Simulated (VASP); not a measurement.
A run of VASP 6.6.1 is set up as follows.

Contents of INCAR:

```
SYSTEM = Mo
PREC = Accurate
ENCUT = 520
EDIFF = 1E-7
ISMEAR = 0
SIGMA = 0.1
LREAL = .False.
LASPH = .True.
NELM = 100
ALGO = Fast
ISIF = 3
LWAVE = .False.
LCHARG = .False.
GGA = PS
IBRION = 2
NSW = 80
EDIFFG = -0.002
```

KPOINTS

```
regular mesh
0
Gamma
  18 18 18
  0 0 0
```

POSCAR

```
Mo                                      
1.0
   -1.5656309606      1.5656309606      1.5656309606
    1.5656309606     -1.5656309606      1.5656309606
    1.5656309606      1.5656309606     -1.5656309606
  Mo            
     1
Direct
     0.0000000000000000    0.0000000000000000    1.0000000000000000
```

Potentials or basis: VASP PAW PBE potentials, release 64 (Mo_sv).

Run with:

```console
$ cat potpaw_PBE.64/Mo_sv/POTCAR > POTCAR
$ mpirun -np 1 vasp_std > vasp.out
```

(1) Estimate the band gap on the k mesh.

(2) Estimate the space group after relaxing (to 0.05 Å).

(3) Predict the relaxed volume.

Answers

(1) none (metal or under the smearing width).

(2) Im-3m (No. 229).

(3) 15.35 Å³/atom.

Caveat: the PAW data sets were made with another functional, which shifts forces and pressure a little.
